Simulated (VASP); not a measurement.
**HfRu3: single point with PBE**

Crystal: HfRu3.

```
CELL_PARAMETERS angstrom
5.66451 0.00000 0.00000
-2.83226 4.90561 0.00000
0.00000 0.00000 4.45928
ATOMIC_POSITIONS crystal
Hf 0.33522 0.65969 0.75677
Hf 0.67051 0.34322 0.25123
Ru 0.16523 0.33189 0.24143
Ru 0.15690 0.82751 0.25694
Ru 0.66537 0.84252 0.24544
Ru 0.83172 0.66559 0.75071
Ru 0.84054 0.15770 0.74813
Ru 0.31455 0.15670 0.75495
```

The cell comes from a database or a generator and needn't be the stable form of this composition.

The cell isn't the ideal one: atoms moved at random, drawn with an rms of 0.05 Å.

```yaml
Program: VASP 6.6.1
Task: single point
Functional: PBE
Potentials_or_basis: VASP PAW PBE potentials, release 64 (Hf_pv, Ru_pv)
Cutoff: 520 eV
k_mesh: 6 × 6 × 6
Occupations: fermi-dirac, width 0.05 eV
Spin: no spin polarisation
Further_INCAR_settings: ALGO = Normal; EDIFF = 1e-07; NBANDS = 62
```

* Pressure: -1.0 GPa
* Largest force: 0.602 eV/Å
* Band gap on the k mesh: none (metal or under the smearing width)

Forces in eV/Å, atoms in the order of the input:
```
Hf  -0.332  0.348 -0.363
Hf  -0.231 -0.540 -0.047
Ru  -0.039 -0.270  0.460
Ru   0.176  0.462 -0.131
Ru   0.224 -0.098  0.230
Ru   0.218  0.059  0.037
Ru  -0.559  0.056 -0.029
Ru   0.542 -0.018 -0.157
```

Stress tensor (GPa, compression positive):
```
-1.65  0.66  0.10
 0.66 -0.10 -0.09
 0.10 -0.09 -1.22
```

Levels at points of the mesh, in eV from the Fermi level:
| k point | band 50 | band 51 | band 52 | band 53 | band 54 | band 55 |
| --- | --- | --- | --- | --- | --- | --- |
| (0.00, 0.00, 0.00) | -0.51 | -0.40 | -0.19 | -0.08 | 0.79 | 1.48 |
| (0.50, 0.00, 0.00) | -0.62 | -0.59 | -0.42 | -0.18 | 0.00 | 0.19 |
| (0.00, 0.50, 0.00) | -0.70 | -0.53 | -0.42 | -0.11 | -0.03 | 0.25 |
| (0.50, 0.50, 0.00) | -0.67 | -0.51 | -0.41 | -0.14 | -0.02 | 0.22 |
| (0.00, 0.00, 0.50) | 0.04 | 0.75 | 0.83 | 0.85 | 0.96 | 1.66 |
| (0.50, 0.00, 0.50) | -0.75 | -0.66 | -0.60 | 0.04 | 0.07 | 0.31 |
| (0.00, 0.50, 0.50) | -0.82 | -0.78 | -0.74 | -0.06 | 0.12 | 0.55 |
| (0.50, 0.50, 0.50) | -0.80 | -0.64 | -0.56 | 0.02 | 0.13 | 0.34 |

It took 13 min on 1 thread of AMD EPYC 9R45 96-Core Processor (Zen 5), with other jobs on the host, peak memory 0.66 GiB.

The run has no spin-orbit coupling, so splittings on Hf are missing.
